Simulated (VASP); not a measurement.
Given:

```xyz
4
Lattice="3.8034 0.0000 0.0000 0.0000 3.8034 0.0000 0.0000 0.0000 4.6805" Properties=species:S:1:pos:R:3 pbc="T T T"
Sn     1.9017     0.0000     3.5189
Sn     0.0000     1.9017     1.1616
O      1.9017     1.9017     0.0000
O      0.0000     0.0000     0.0000
```

Calculation: LDA (Ceperley-Alder, Perdew-Zunger), VASP's LDA PAW potentials (set 64) (plane waves; VASP 6.6.1). Numerical set-up: 520 eV cut-off, 10×10×8 Γ-centred mesh, first-order Methfessel-Paxton smearing of 0.10 eV, potentials Sn_d O.

Problem. The ions and cell shape at fixed volume are relaxed. Predict the relaxed structure.

Solution. 
```xyz
4
Lattice="3.7822 0.0000 0.0000 0.0000 3.7822 0.0000 0.0000 0.0000 4.7331" Properties=species:S:1:pos:R:3 pbc="T T T"
Sn     1.8911     0.0000     3.5849
Sn     0.0000     1.8911     1.1481
O      1.8911     1.8911     0.0000
O      0.0000     0.0000     0.0000
```
Space group P4/nmm (129), at a tolerance of 0.03 Å.

Problem. How much energy does the relaxation gain?

Solution. The energy (σ→0) changes by -3.1 meV/atom, in 5 ionic steps.

```json
[
 {"step": "1", "E(σ→0) (eV)": "-25.7158", "max force (eV/Å)": "0.420", "pressure (GPa)": "-2.87", "volume (Å³)": "67.71"},
 {"step": "2", "E(σ→0) (eV)": "-25.7258", "max force (eV/Å)": "0.044", "pressure (GPa)": "-1.56", "volume (Å³)": "67.71"},
 {"step": "3", "E(σ→0) (eV)": "-25.7260", "max force (eV/Å)": "0.017", "pressure (GPa)": "-1.35", "volume (Å³)": "67.71"},
 {"step": "4", "E(σ→0) (eV)": "-25.7274", "max force (eV/Å)": "0.013", "pressure (GPa)": "-1.20", "volume (Å³)": "67.71"},
 {"step": "5", "E(σ→0) (eV)": "-25.7282", "max force (eV/Å)": "0.005", "pressure (GPa)": "-0.96", "volume (Å³)": "67.71"}
]
```

The compound is SnO in the litharge structure. This cell is one point of a volume scan, at 1.03 of the reference volume. Symmetry was kept, so distortions that lower it aren't found.
